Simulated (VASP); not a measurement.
Computed with PBE GGA, VASP's PBE PAW potentials (set 64) (plane waves; VASP).

The input files of a VASP run:

**POSCAR**
```
RhAl
1
    0.0000000000     2.8404000000     2.8404000000
    2.8404000000     0.0000000000     2.8404000000
    2.8404000000     2.8404000000     0.0000000000
Rh Al
1 1
Direct
  0.0000000000   0.0000000000   0.0000000000
  0.5000000000   0.5000000000   0.5000000000
```

**KPOINTS**
```
Regular mesh
0
Gamma
 10 10 10
```

### INCAR
```
# general
SYSTEM  = RhAl
PREC    = Accurate
ENCUT   = 400   # plane-wave cut-off (eV)
LREAL   = .FALSE.   # projection in real space or not
LASPH   = .TRUE.   # aspherical one-centre terms

# electronic loop
EDIFF   = 1E-6   # SCF stop (eV)
NELM    = 100   # most electronic steps
ALGO    = Normal
LMAXMIX = 4   # l cut-off of mixed one-centre charges

# smearing
ISMEAR  = 1
SIGMA   = 0.1   # width (eV)

# functional
GGA     = PE

# ions
IBRION  = 2
NSW     = 60   # most ionic steps
ISIF    = 3
EDIFFG  = -0.01

# output
LWAVE   = .FALSE.
LCHARG  = .FALSE.
```

POTCAR, in this order: Rh_pv Al (PBE.64 set). Program: vasp_std.

What VASP printed:

### OSZICAR
```
       N       E                     dE             d eps       ncg     rms          rms(c)
DAV:   1     0.663322385264E+02    0.66332E+02   -0.94844E+03  1590   0.102E+03
DAV:   2    -0.909136727654E+01   -0.75424E+02   -0.71129E+02  1392   0.246E+02
DAV:   3    -0.104674361464E+02   -0.13761E+01   -0.13621E+01  1442   0.354E+01
DAV:   4    -0.104803964509E+02   -0.12960E-01   -0.12958E-01  1397   0.367E+00
DAV:   5    -0.104806631240E+02   -0.26667E-03   -0.26667E-03  1467   0.535E-01    0.270E+00
DAV:   6    -0.104265246623E+02    0.54138E-01   -0.28302E-01  1317   0.565E+00    0.123E+00
DAV:   7    -0.104011167351E+02    0.25408E-01   -0.68361E-02  1297   0.255E+00    0.951E-01
DAV:   8    -0.103896822493E+02    0.11434E-01   -0.35104E-02  1337   0.176E+00    0.158E-01
DAV:   9    -0.103896493431E+02    0.32906E-04   -0.44215E-04  1387   0.198E-01    0.286E-02
DAV:  10    -0.103896480183E+02    0.13248E-05   -0.30949E-05  1484   0.567E-02    0.735E-03
DAV:  11    -0.103896480946E+02   -0.76273E-07   -0.10189E-06  1135   0.868E-03
   1 F= -.10389648E+02 E0= -.10389195E+02  d E =-.103896E+02
       N       E                     dE             d eps       ncg     rms          rms(c)
DAV:   1    -0.115076138872E+03   -0.10469E+03   -0.14365E+03  1227   0.422E+02    0.110E+02
DAV:   2    -0.144083232154E+02    0.10067E+03   -0.36972E+02  1222   0.242E+02    0.371E+01
DAV:   3    -0.128815740143E+02    0.15267E+01   -0.21891E+01  1357   0.543E+01    0.201E+01
DAV:   4    -0.119666625402E+02    0.91491E+00   -0.61364E+00  1337   0.299E+01    0.981E+00
DAV:   5    -0.116108704782E+02    0.35579E+00   -0.13819E+00  1267   0.134E+01    0.260E+00
DAV:   6    -0.116195454669E+02   -0.86750E-02   -0.36827E-02  1447   0.188E+00    0.133E+00
DAV:   7    -0.116214724189E+02   -0.19270E-02   -0.18823E-02  1307   0.156E+00    0.470E-01
DAV:   8    -0.116208289277E+02    0.64349E-03   -0.32440E-03  1287   0.719E-01    0.176E-02
DAV:   9    -0.116208288832E+02    0.44500E-07   -0.29872E-05  1340   0.579E-02    0.925E-03
DAV:  10    -0.116208257214E+02    0.31617E-05   -0.61758E-06  1387   0.260E-02    0.561E-03
DAV:  11    -0.116208255353E+02    0.18614E-06   -0.14474E-07   621   0.432E-03
   2 F= -.11620826E+02 E0= -.11620115E+02  d E =-.123118E+01
       N       E                     dE             d eps       ncg     rms          rms(c)
DAV:   1    -0.184335347054E+02   -0.68127E+01   -0.90239E+01  1222   0.137E+02    0.202E+01
DAV:   2    -0.126400598039E+02    0.57935E+01   -0.40127E+01  1227   0.753E+01    0.727E+00
DAV:   3    -0.118546323350E+02    0.78543E+00   -0.32886E+00  1237   0.194E+01    0.528E+00
DAV:   4    -0.118435504646E+02    0.11082E-01   -0.49478E-02  1372   0.244E+00    0.387E+00
DAV:   5    -0.118312648378E+02    0.12286E-01   -0.45596E-02  1247   0.180E+00    0.484E-01
DAV:   6    -0.118314420202E+02   -0.17718E-03   -0.13627E-03  1482   0.352E-01    0.174E-01
DAV:   7    -0.118315568084E+02   -0.11479E-03   -0.10410E-04  1342   0.939E-02    0.181E-02
DAV:   8    -0.118315595903E+02   -0.27819E-05   -0.29887E-06  1487   0.165E-02    0.520E-03
DAV:   9    -0.118315604002E+02   -0.80985E-06   -0.10985E-07   671   0.351E-03
   3 F= -.11831560E+02 E0= -.11830928E+02  d E =-.144191E+01
       N       E                     dE             d eps       ncg     rms          rms(c)
DAV:   1    -0.118629050499E+02   -0.31345E-01   -0.39724E-01  1227   0.864E+00    0.143E+00
DAV:   2    -0.118385429756E+02    0.24362E-01   -0.23025E-01  1227   0.550E+00    0.698E-01
DAV:   3    -0.118314057072E+02    0.71373E-02   -0.22881E-02  1227   0.177E+00    0.134E-01
DAV:   4    -0.118312691563E+02    0.13655E-03   -0.90505E-04  1257   0.198E-01    0.292E-02
DAV:   5    -0.118312615250E+02    0.76313E-05   -0.51913E-05  1382   0.769E-02    0.152E-02
DAV:   6    -0.118312648442E+02   -0.33192E-05   -0.22040E-06  1362   0.168E-02    0.291E-03
DAV:   7    -0.118312652167E+02   -0.37244E-06   -0.10217E-07   636   0.332E-03
   4 F= -.11831265E+02 E0= -.11830620E+02  d E =-.144162E+01
       N       E                     dE             d eps       ncg     rms          rms(c)
DAV:   1    -0.118794966920E+02   -0.48232E-01   -0.61238E-01  1227   0.108E+01    0.168E+00
DAV:   2    -0.118417718638E+02    0.37725E-01   -0.34194E-01  1227   0.674E+00    0.805E-01
DAV:   3    -0.118316237313E+02    0.10148E-01   -0.33095E-02  1227   0.210E+00    0.145E-01
DAV:   4    -0.118313656603E+02    0.25807E-03   -0.99760E-04  1277   0.233E-01    0.299E-02
DAV:   5    -0.118313690508E+02   -0.33905E-05   -0.17990E-05  1546   0.423E-02    0.165E-02
DAV:   6    -0.118313685556E+02    0.49517E-06   -0.30139E-06  1304   0.191E-02
   5 F= -.11831369E+02 E0= -.11830739E+02  d E =-.103339E-03
       N       E                     dE             d eps       ncg     rms          rms(c)
DAV:   1    -0.118422345361E+02   -0.10865E-01   -0.13269E-01  1227   0.499E+00    0.819E-01
DAV:   2    -0.118341189972E+02    0.81155E-02   -0.77163E-02  1227   0.318E+00    0.403E-01
DAV:   3    -0.118317001194E+02    0.24189E-02   -0.77666E-03  1227   0.103E+00    0.748E-02
DAV:   4    -0.118316583858E+02    0.41734E-04   -0.29673E-04  1257   0.114E-01    0.163E-02
DAV:   5    -0.118316562706E+02    0.21152E-05   -0.15938E-05  1387   0.423E-02    0.869E-03
DAV:   6    -0.118316578127E+02   -0.15421E-05   -0.72952E-07   816   0.100E-02    0.147E-03
DAV:   7    -0.118316579957E+02   -0.18299E-06   -0.67660E-08   616   0.273E-03
   6 F= -.11831658E+02 E0= -.11831021E+02  d E =-.392779E-03
```

OUTCAR:
```
------------------------ aborting loop because EDIFF is reached ----------------------------------------
  FORCE on cell =-STRESS in cart. coord.  units (eV):
  Direction    XX          YY          ZZ          XY          YZ          ZX
  --------------------------------------------------------------------------------------
  Total        0.0008399      0.0008399      0.0008399      0.0000000      0.0000000     -0.0000000
  in kB        0.0430418      0.0430418      0.0430418      0.0000000      0.0000000     -0.0000000
  external PRESSURE =       0.0430418 kB  Pullay stress =       0.0000000 kB
  volume of cell :       31.27
      direct lattice vectors                 reciprocal lattice vectors
     0.000000000  2.500427046  2.500427046    -0.199965842  0.199965842  0.199965842
     2.500427046  0.000000000  2.500427046     0.199965842 -0.199965842  0.199965842
     2.500427046  2.500427046 -0.000000000     0.199965842  0.199965842 -0.199965842
 POSITION                                       TOTAL-FORCE (eV/Angst)
 -----------------------------------------------------------------------------------
      0.00000      0.00000      0.00000         0.000000     -0.000000      0.000000
      2.50043      2.50043      2.50043        -0.000000      0.000000     -0.000000
 -----------------------------------------------------------------------------------
    total drift:                               -0.000000      0.000000      0.000000
  FREE ENERGIE OF THE ION-ELECTRON SYSTEM (eV)
  ---------------------------------------------------
  free  energy   TOTEN  =       -11.8316579957 eV

  energy  without entropy=      -11.8297467717  energy(sigma->0) =      -11.83102092

 reached required accuracy - stopping structural energy minimisation
```
(Selected blocks of OUTCAR.)

### CONTCAR
```
RhAl
   1.00000000000000
     0.0000000000000000    2.5004270455091548    2.5004270455091548
     2.5004270455091548    0.0000000000000000    2.5004270455091548
     2.5004270455091548    2.5004270455091548   -0.0000000000000000
  Rh              Al
     1     1
Direct
     0.0000000000000000    0.0000000000000000    0.0000000000000000
     0.5000000000000000    0.5000000000000000    0.5000000000000000
```

Energy and stress use the plane-wave basis of the starting cell.

The structure was generated: RhAl was put into the rock salt type (Fm-3m), which need not be its known phase. This run relaxes it. Symmetry was kept, so distortions that lower it aren't found.
